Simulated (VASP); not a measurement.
VASP input:

### INCAR
```
# general
SYSTEM  =  Al2O3
PREC    =  Accurate
ENCUT   =  400
LREAL   =  .FALSE.
LASPH   =  .TRUE.

# electronic loop
EDIFF   =  1E-6
NELM    =  100
ALGO    =  Normal

# smearing
ISMEAR  =  0
SIGMA   =  0.01

# functional
GGA     =  PE

# ions
IBRION  =  2
NSW     =  50
ISIF    =  2
EDIFFG  =  -0.005

# output
LWAVE   =  .FALSE.
LCHARG  =  .FALSE.
```

POSCAR:
```
Al2O3
1
    2.3578280000     1.3612930000     4.2907620000
   -2.3578280000     1.3612930000     4.2907620000
    0.0000000000    -2.7225850000     4.2907620000
Al O
4 6
Direct
  0.1458420000   0.1465910000   0.1492520000
  0.8504890000   0.8483060000   0.8530340000
  0.3559200000   0.3477320000   0.3437070000
  0.6492500000   0.6550190000   0.6443430000
  0.9485110000   0.5535700000   0.2504810000
  0.0539630000   0.4425600000   0.7584020000
  0.2543190000   0.9409870000   0.5618990000
  0.7474020000   0.0602610000   0.4393940000
  0.5534300000   0.2487710000   0.9462730000
  0.4408740000   0.7562040000   0.0532150000
```

**KPOINTS**
```
Automatic mesh
0
Gamma
5 5 5
0.5 0.5 0.5
```

POTCAR, in this order: Al O (PBE.64 set). Program: vasp_std.

**Question.** Write an equivalent input for Quantum ESPRESSO's pw.x.

**Answer.** One equivalent input (not run):
```
&CONTROL
  calculation = 'relax'
  pseudo_dir = './pseudo'
  outdir = './out'
  tprnfor = .true.
  tstress = .true.
  nstep = 50
  forc_conv_thr = 0.00019
/
&SYSTEM
  ibrav = 0
  nat = 10
  ntyp = 2
  ecutwfc = 84
  occupations = 'smearing'
  smearing = 'gaussian'
  degauss = 0.000735
  input_dft = 'pbe'
/
&ELECTRONS
  conv_thr = 7.3e-08
  electron_maxstep = 100
/
&IONS
/
ATOMIC_SPECIES
  Al 26.982 Al.upf
  O 15.999 O.upf
CELL_PARAMETERS angstrom
     2.3578280    1.3612930    4.2907620
    -2.3578280    1.3612930    4.2907620
     0.0000000   -2.7225850    4.2907620
ATOMIC_POSITIONS crystal
  Al   0.1458420  0.1465910  0.1492520
  Al   0.8504890  0.8483060  0.8530340
  Al   0.3559200  0.3477320  0.3437070
  Al   0.6492500  0.6550190  0.6443430
  O    0.9485110  0.5535700  0.2504810
  O    0.0539630  0.4425600  0.7584020
  O    0.2543190  0.9409870  0.5618990
  O    0.7474020  0.0602610  0.4393940
  O    0.5534300  0.2487710  0.9462730
  O    0.4408740  0.7562040  0.0532150
K_POINTS automatic
  5 5 5 1 1 1
```
The two are equivalent in intent, not identical: the potentials are each code's own (VASP's PAW set, PseudoDojo norm-conserving files in pw.x), so ENCUT and ecutwfc are chosen apart and not converted; conv_thr bounds pw.x's estimated SCF error, while EDIFF bounds the energy change between steps; forc_conv_thr acts on force components and is met together with etot_conv_thr.

The structure comes from a computed database's Al2O3 entry; how it stands against other phases isn't given here. In the starting cell atoms are displaced from their ideal sites. This run relaxes the ions in a fixed cell. The run is one of a series of settings (EDIFFG = -0.005, IBRION = 2, NSW = 50 against the base run), some of them coarse on purpose.
